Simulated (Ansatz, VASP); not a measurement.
## CsMgBiO3 in VASP and in Ansatz

The input INCAR:

```
  ALGO = Normal
  EDIFF = 1E-7
  ENCUT = 520
  GGA = PE
  ISIF = 2
  ISMEAR = -1
  LASPH = True
  LCHARG = False
  LREAL = False
  LWAVE = False
  NBANDS = 31
  NELM = 60
  PREC = Accurate
  SIGMA = 0.05
```

The input KPOINTS:

```
k-points
0
Gamma
  6 6 6
```

POSCAR

```
CsMgBiO3
1.0
    3.1645694662      1.8270650331      3.7194974751
   -3.1645694662      1.8270650331      3.7194974751
    0.0000000000     -3.6541300663      3.7194974751
Bi Cs Mg O
1 1 1 3
Direct
    0.5652985500      0.5652985500      0.5652985500
    0.9172816500      0.9172816500      0.9172816500
    0.3021917400      0.3021917400      0.3021917400
    0.9822380200      0.4913922600      0.4913922600
    0.4913922600      0.4913922600      0.9822380200
    0.4913922600      0.9822380200      0.4913922600
```

The input input.yaml:

```yaml
crystal:
  lattice:
    - [3.1645694662, 1.8270650331, 3.7194974751]
    - [-3.1645694662, 1.8270650331, 3.7194974751]
    - [0.0, -3.6541300663, 3.7194974751]
  atoms:
    - { symbol: Bi, position: [0.56529855, 0.56529855, 0.56529855] }
    - { symbol: Cs, position: [0.91728165, 0.91728165, 0.91728165] }
    - { symbol: Mg, position: [0.30219174, 0.30219174, 0.30219174] }
    - { symbol: O, position: [0.98223802, 0.49139226, 0.49139226] }
    - { symbol: O, position: [0.49139226, 0.49139226, 0.98223802] }
    - { symbol: O, position: [0.49139226, 0.98223802, 0.49139226] }
hamiltonian:
  xc: pbe
  pseudopotentials: { kind: paw }
kpoints:
  mp_grid: { grid: [6, 6, 6] }
scf:
  occupations: { method: fermi_dirac, width: 0.05 }
output:
  forces: true
  stress: true
  eigenvalues: true
  write_density: true
  write_potential: true
  elf: true
  volumetric_format: npy
```

Change from the starting cell: volume scaled by 0.94.

Alike in both runs: task single point; functional PBE; k mesh 6 × 6 × 6; occupations fermi-dirac, width 0.05 eV; no spin polarisation.

```csv
,VASP,Ansatz
version,VASP 6.6.1,Ansatz 0.2.0
potentials or method,"VASP PAW PBE potentials, release 64 (Bi_d, Cs_sv, Mg, O)",Ansatz PAW
plane-wave cutoff (eV),520,420
valence electrons in the cell,44,52
```

```csv
,VASP,Ansatz,Ansatz less VASP
gap on the k mesh at the Fermi level (eV),2.63,2.64,+0.012
least direct gap on the mesh (eV),2.72,2.73,+0.014
pressure (GPa),4.5,4.4,-0.09
largest component of the traceless stress (GPa),0.92,0.84,-0.082
rms of the force components (eV/Å),0.222,0.197,-0.0246
```

Atom by atom the forces differ by 0.033 eV/Å (rms over components). The two sets of potentials don't hold the same shells in valence.

Caveats: spin-orbit coupling is left out, which as a rule narrows the gap of such compounds by several tenths of an eV. A k mesh can miss the band edges.
